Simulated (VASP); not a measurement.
Level of theory: vdW-DF2, VASP's PBE PAW potentials (set 64) (plane waves; VASP).

VASP input:

### KPOINTS
```
K-points
0
gamma
 7 7 7
```

### POSCAR
```
CuI
1
    0.0000000000     3.1527127025     3.1527127025
    3.1527127025     0.0000000000     3.1527127025
    3.1527127025     3.1527127025    -0.0000000000
Cu I
1 1
Direct
  1.0000000000   1.0000000000   1.0000000000
  0.2500000000   0.2500000000   0.2500000000
```

### INCAR
```
SYSTEM = CuI
PREC = Accurate
ENCUT = 520
EDIFF = 1E-6
NELM = 100
ALGO = Normal
LREAL = .FALSE.
LASPH = .TRUE.
ISMEAR = 0
SIGMA = 0.05
GGA = ML
ZAB_VDW = -1.8867
LUSE_VDW = .TRUE.
AGGAC = 0.0
LMAXMIX = 4
LWAVE = .FALSE.
LCHARG = .FALSE.
IBRION = 2
ISIF = 3
NSW = 60
EDIFFG = -0.01
```

POTCAR, in this order: Cu I (PBE.64 set). Program: vasp_std.

Question: What will the output report for the number of irreducible k-points (NKPTS), largest plane-wave count, number of space-group operations, FFT grid (NGX, NGY, NGZ)?

Answer: 
```yaml
number of irreducible k-points (NKPTS): 20
largest_plane_wave_count: 1716
number_of_space_group_operations: 24
FFT grid (NGX, NGY, NGZ): 36 × 36 × 36
```

The compound is CuI in the zinc blende structure. It was relaxed first, which changed the volume by +13 %. The start is the result of an earlier pass.
